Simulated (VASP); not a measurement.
# B6As with r2SCAN: from relaxation to properties, part 5 of 6

Wanted: the relaxed cell of B6As and its properties. The start is a computed cell from the Materials Project.

VASP 6.6.1; r2SCAN; plane waves and PAW (B, As).

So far, gap on the k-mesh (eV): step 2 (relaxing cell and atoms (r2SCAN)) 2.88; step 5 (total and projected DOS (r2SCAN)) 2.88; step 6 (volume scan with r2SCAN) 3.01; step 7 (volume scan with r2SCAN (run 2)) 2.97.

**10. Volume scan with r2SCAN (run 5)**

INCAR reads:

```
SYSTEM = B6As
PREC = Accurate
ENCUT = 420
EDIFF = 1E-06
NELM = 100
ISMEAR = 0
SIGMA = 0.05
LREAL = .FALSE.
ALGO = Normal
METAGGA = R2SCAN
LASPH = .TRUE.
NBANDS = 37
LORBIT = 11
LWAVE = .FALSE.
LCHARG = .FALSE.
KPAR = 8
ISIF = 2
```

POSCAR reads:

```
B6As
1.0
    3.0885172525      1.7831562672      3.9925244471
   -3.0885172525      1.7831562672      3.9925244471
    0.0000000000     -3.5663125343      3.9925244471
B As
12 2
Direct
    0.0151726854      0.0151726854      0.3249499672
    0.0151726854      0.3249499672      0.0151726854
    0.8217650318      0.2726610933      0.8217650318
    0.8217650318      0.8217650318      0.2726610933
    0.2726610933      0.8217650318      0.8217650318
    0.7273389067      0.1782349682      0.1782349682
    0.1782349682      0.7273389067      0.1782349682
    0.1782349682      0.1782349682      0.7273389067
    0.9848273146      0.6750500328      0.9848273146
    0.9848273146      0.9848273146      0.6750500328
    0.6750500328      0.9848273146      0.9848273146
    0.3249499672      0.0151726854      0.0151726854
    0.6004097805      0.6004097805      0.6004097805
    0.3995902195      0.3995902195      0.3995902195
```

KPOINTS reads:

```
Automatic mesh
0
Gamma
6 6 6
0 0 0
```

The projector-augmented-wave data sets are B and As (PBE family, release 64).

Launch:

```
$ mpirun -np 8 vasp_std
```

Output:

```text
[... set-up lines as in an earlier step ...]
 entering main loop
       N       E                     dE             d eps       ncg     rms          rms(c)
DAV:   1     0.633840893575E+02    0.63384E+02   -0.18587E+04  2368   0.970E+02
DAV:   2    -0.125379494947E+03   -0.18876E+03   -0.17828E+03  3049   0.196E+02
DAV:   3    -0.133269316764E+03   -0.78898E+01   -0.78253E+01  3096   0.377E+01
DAV:   4    -0.133342607358E+03   -0.73291E-01   -0.73150E-01  3112   0.380E+00
[...]
DAV:  12    -0.120428386449E+03   -0.10987E-04   -0.18494E-04  2903   0.709E-02    0.115E-02
DAV:  13    -0.120428389265E+03   -0.28155E-05   -0.19331E-05  2931   0.217E-02    0.711E-03
DAV:  14    -0.120428389227E+03    0.38133E-07   -0.17693E-06  2404   0.851E-03
   1 F= -.12042839E+03 E0= -.12042839E+03  d E =-.622215E-13
```

Elapsed: 43 s, on 8 MPI ranks of AMD EPYC 9R45, shared host; peak memory 2.1 GiB; 5.6 min of CPU time.

Parts of OUTCAR (step 10):

```text
  Total       -3.3030360     -3.3030360     -2.9092412      0.0000000     -0.0000000      0.0000000
  in kB      -40.1130438    -40.1130438    -35.3306838      0.0000000     -0.0000000      0.0000000
  external PRESSURE =     -38.5189238 kB  Pullay stress =       0.0000000 kB

 POSITION                                       TOTAL-FORCE (eV/Angst)
 -----------------------------------------------------------------------------------
      0.00000     -1.10476      1.41853        -0.000000      0.006658     -0.090150
     -0.95675      0.55238      1.41853         0.005766     -0.003329     -0.090150
      1.69592     -0.97914      7.65044         0.080921     -0.046720      0.011667
      0.00000      1.95828      7.65044        -0.000000      0.093440      0.011667
     -1.69592     -0.97914      7.65044        -0.080921     -0.046720      0.011667
      1.69592      0.97914      4.32713         0.080921      0.046720     -0.011667
     -1.69592      0.97914      4.32713        -0.080921      0.046720     -0.011667
      0.00000     -1.95828      4.32713        -0.000000     -0.093440     -0.011667
      0.95675     -0.55238     10.55905        -0.005766      0.003329      0.090150
      0.00000      1.10476     10.55905        -0.000000     -0.006658      0.090150
     -0.95675     -0.55238     10.55905         0.005766      0.003329      0.090150
      0.95675      0.55238      1.41853        -0.005766     -0.003329     -0.090150
      0.00000      0.00000      7.19145        -0.000000     -0.000000     -0.014564
      0.00000      0.00000      4.78612        -0.000000      0.000000      0.014564
 -----------------------------------------------------------------------------------
    total drift:                                0.000000      0.000000     -0.000000

  FREE ENERGIE OF THE ION-ELECTRON SYSTEM (eV)
  ---------------------------------------------------
  free  energy   TOTEN  =      -120.4283892267 eV

  energy  without entropy=     -120.4283892267  energy(sigma->0) =     -120.42838923

[... 1 part as in an earlier step ...]

[... 2 further parts left out ...]
[key lines of the parts left out:]
E-fermi :   4.4608
```

The pressure falls from 0.02 to -3.85 GPa.

The run ends at a pressure of -3.85 GPa, with forces up to 0.094 eV/Å.

**11. Volume scan with r2SCAN (run 6)**

INCAR is that of step 10.

POSCAR, as its differences from that of step 10:

```diff
@@ -2,5 +2,5 @@
 1.0
-    3.0885172525      1.7831562672      3.9925244471
-   -3.0885172525      1.7831562672      3.9925244471
-    0.0000000000     -3.5663125343      3.9925244471
+    3.1085731213      1.7947355284      4.0184506569
+   -3.1085731213      1.7947355284      4.0184506569
+    0.0000000000     -3.5894710569      4.0184506569
 B As
```

KPOINTS is that of step 10.

Launch:

```
$ mpirun -np 8 vasp_std
```

Output:

```text
[... set-up lines as in an earlier step ...]
 entering main loop
       N       E                     dE             d eps       ncg     rms          rms(c)
DAV:   1     0.622547137393E+02    0.62255E+02   -0.18509E+04  2368   0.969E+02
DAV:   2    -0.125080432340E+03   -0.18734E+03   -0.17583E+03  3035   0.196E+02
DAV:   3    -0.132907078344E+03   -0.78266E+01   -0.77616E+01  3112   0.374E+01
DAV:   4    -0.132980803755E+03   -0.73725E-01   -0.73599E-01  3160   0.380E+00
[...]
DAV:  12    -0.120337962810E+03   -0.12856E-04   -0.18667E-04  2910   0.712E-02    0.112E-02
DAV:  13    -0.120337965649E+03   -0.28385E-05   -0.19595E-05  2936   0.217E-02    0.697E-03
DAV:  14    -0.120337965620E+03    0.29206E-07   -0.17660E-06  2403   0.846E-03
   1 F= -.12033797E+03 E0= -.12033797E+03  d E =-.593193E-12
```

It took 43 s on 8 MPI ranks; peak memory 2.1 GiB.

OUTCAR, selected parts (step 11):

```text
  Total       -6.4369275     -6.4369275     -5.7193808      0.0000000      0.0000000      0.0000000
  in kB      -76.6686406    -76.6686407    -68.1221207      0.0000000      0.0000000      0.0000000
  external PRESSURE =     -73.8198007 kB  Pullay stress =       0.0000000 kB

 POSITION                                       TOTAL-FORCE (eV/Angst)
 -----------------------------------------------------------------------------------
      0.00000     -1.11194      1.42774         0.000000      0.013908     -0.172758
     -0.96297      0.55597      1.42774         0.012045     -0.006954     -0.172758
      1.70693     -0.98550      7.70012         0.158275     -0.091380      0.022234
      0.00000      1.97099      7.70012         0.000000      0.182760      0.022234
     -1.70693     -0.98550      7.70012        -0.158275     -0.091380      0.022234
      1.70693      0.98550      4.35523         0.158275      0.091380     -0.022234
     -1.70693      0.98550      4.35523        -0.158275      0.091380     -0.022234
      0.00000     -1.97099      4.35523         0.000000     -0.182760     -0.022234
      0.96297     -0.55597     10.62762        -0.012045      0.006954      0.172758
      0.00000      1.11194     10.62762         0.000000     -0.013908      0.172758
     -0.96297     -0.55597     10.62762         0.012045      0.006954      0.172758
      0.96297      0.55597      1.42774        -0.012045     -0.006954     -0.172758
      0.00000     -0.00000      7.23815         0.000000      0.000000     -0.031781
      0.00000     -0.00000      4.81720         0.000000     -0.000000      0.031781
 -----------------------------------------------------------------------------------
    total drift:                                0.000000      0.000000     -0.000000

  FREE ENERGIE OF THE ION-ELECTRON SYSTEM (eV)
  ---------------------------------------------------
  free  energy   TOTEN  =      -120.3379656198 eV

  energy  without entropy=     -120.3379656198  energy(sigma->0) =     -120.33796562

[... 1 part as in an earlier step ...]

[... 2 further parts left out ...]
[key lines of the parts left out:]
E-fermi :   4.2988
```

The pressure falls from -3.85 to -7.38 GPa.

The run ends at a pressure of -7.38 GPa, with forces up to 0.18 eV/Å.

**12. Volume scan with r2SCAN (run 7)**

A prediction first. A least-squares parabola for the 6 pressures of evenly scaled cells so far, P = 0.01 -203.3 t +382 t² GPa with t = ln(V/V₁) and V₁ the volume at scale 1, gives -10.54 GPa at t = +0.0583.

INCAR is that of step 11.

POSCAR, as its differences from that of step 11:

```diff
@@ -2,5 +2,5 @@
 1.0
-    3.1085731213      1.7947355284      4.0184506569
-   -3.1085731213      1.7947355284      4.0184506569
-    0.0000000000     -3.5894710569      4.0184506569
+    3.1283734840      1.8061672731      4.0440465742
+   -3.1283734840      1.8061672731      4.0440465742
+    0.0000000000     -3.6123345463      4.0440465742
 B As
```

KPOINTS is that of step 11.

Launch:

```
$ mpirun -np 8 vasp_std
```

Output:

```text
[... set-up lines as in an earlier step ...]
 entering main loop
       N       E                     dE             d eps       ncg     rms          rms(c)
DAV:   1     0.578382255242E+02    0.57838E+02   -0.18302E+04  2368   0.963E+02
DAV:   2    -0.124909301955E+03   -0.18275E+03   -0.17247E+03  3055   0.193E+02
DAV:   3    -0.132506428986E+03   -0.75971E+01   -0.75311E+01  3104   0.368E+01
DAV:   4    -0.132581547389E+03   -0.75118E-01   -0.74951E-01  3064   0.379E+00
[...]
DAV:  12    -0.120193090201E+03   -0.14649E-04   -0.18022E-04  2921   0.701E-02    0.109E-02
DAV:  13    -0.120193093014E+03   -0.28132E-05   -0.18893E-05  2953   0.211E-02    0.675E-03
DAV:  14    -0.120193092981E+03    0.32649E-07   -0.16640E-06  2398   0.823E-03
   1 F= -.12019309E+03 E0= -.12019309E+03  d E =-.784054E-12
```

Run time: 43 s. Hardware: 8 MPI ranks; peak memory 2.1 GiB.

Parts of OUTCAR (step 12):

```text
  Total       -9.4122517     -9.4122517     -8.3856469      0.0000000      0.0000000      0.0000000
  in kB     -109.9917600   -109.9917600    -97.9948356      0.0000000      0.0000000      0.0000000
  external PRESSURE =    -105.9927852 kB  Pullay stress =       0.0000000 kB

 POSITION                                       TOTAL-FORCE (eV/Angst)
 -----------------------------------------------------------------------------------
      0.00000     -1.11902      1.43683         0.000000      0.020555     -0.250352
     -0.96910      0.55951      1.43683         0.017801     -0.010278     -0.250352
      1.71780     -0.99177      7.74917         0.232857     -0.134440      0.032595
      0.00000      1.98355      7.74917         0.000000      0.268880      0.032595
     -1.71780     -0.99177      7.74917        -0.232857     -0.134440      0.032595
      1.71780      0.99177      4.38297         0.232857      0.134440     -0.032595
     -1.71780      0.99177      4.38297        -0.232857      0.134440     -0.032595
      0.00000     -1.98355      4.38297         0.000000     -0.268880     -0.032595
      0.96910     -0.55951     10.69531        -0.017801      0.010278      0.250352
      0.00000      1.11902     10.69531         0.000000     -0.020555      0.250352
     -0.96910     -0.55951     10.69531         0.017801      0.010278      0.250352
      0.96910      0.55951      1.43683        -0.017801     -0.010278     -0.250352
      0.00000     -0.00000      7.28426         0.000000      0.000000     -0.047350
      0.00000     -0.00000      4.84788         0.000000     -0.000000      0.047350
 -----------------------------------------------------------------------------------
    total drift:                                0.000000      0.000000     -0.000000

  FREE ENERGIE OF THE ION-ELECTRON SYSTEM (eV)
  ---------------------------------------------------
  free  energy   TOTEN  =      -120.1930929812 eV

  energy  without entropy=     -120.1930929812  energy(sigma->0) =     -120.19309298

[... 1 part as in an earlier step ...]

[... 2 further parts left out ...]
[key lines of the parts left out:]
E-fermi :   4.1526
```

The pressure falls from -7.38 to -10.60 GPa. The parabola predicted -10.54 GPa, +0.06 GPa off.

**13. Comparing the runs**

Times are for 8 MPI ranks of AMD EPYC 9R45, shared host. The runs compared:

```
no.  volume scale  energy above the lowest point (meV/atom)  pressure (GPa)  gap on the k-mesh (eV)  time  memory (GiB)
  1          0.94                                     23.39           14.06                   3.010  47 s           2.1
  2          0.96                                     10.12           8.939                   2.966  46 s           2.1
  3          0.98                                      2.49           4.272                   2.922  43 s           2.1
  4             1                                         0         0.02153                   2.879  44 s           2.1
  5          1.02                                      2.19          -3.852                   2.837  43 s           2.1
  6          1.04                                      8.65          -7.382                   2.758  43 s           2.1
  7          1.06                                        19          -10.60                   2.659  43 s           2.1
```

**14. Fit for r2SCAN**

This step: Birch-Murnaghan fit, r2SCAN; plane waves and PAW (VASP 6.6.1).

This step runs nothing: it gathers the runs above.

This step gave:

* pressure derivative of the bulk modulus: 3.652
* r.m.s. error of the fit: 3.54e-7 eV/atom
* minimum inside the sampled range: yes
* bulk modulus: 202.6 GPa
* equilibrium volume of the fit: 9.242 Å³/atom

Energy above the fitted minimum against volume:

```csv
volume (Å³/atom),energy above the fitted minimum (eV/atom)
8.684,0.0234
8.869,0.0101
9.054,0.00249
9.239,2.3e-7
9.423,0.00219
9.608,0.00865
9.793,0.0190
```

The fit over cells of fixed shape and fractional positions puts the volume +0.03 % from the relaxed one. The atoms bear forces along the scan, since they were held; freeing them would lower the modulus.

(Continued in part 6 of 6.)

[Lines on the potential files, build, host, timing and source positions are cut from VASP's logs without a mark.]

[Logs are printed without paths, hosts, clocks, repeated set-up lines and the standing remarks that a program may print on its own settings, such as how far it seeks lower states.]

[Hosts, paths, dates, database ids (printed as entryN), source tags and the programs' standing remarks are cut or masked in the printed files.]

[A measured line is paired with the nearest computed mode of its activity, which favours agreement.]

[In band tables of VASP the shares of atoms and orbitals are scaled to a sum of 1 inside the atoms' spheres.]
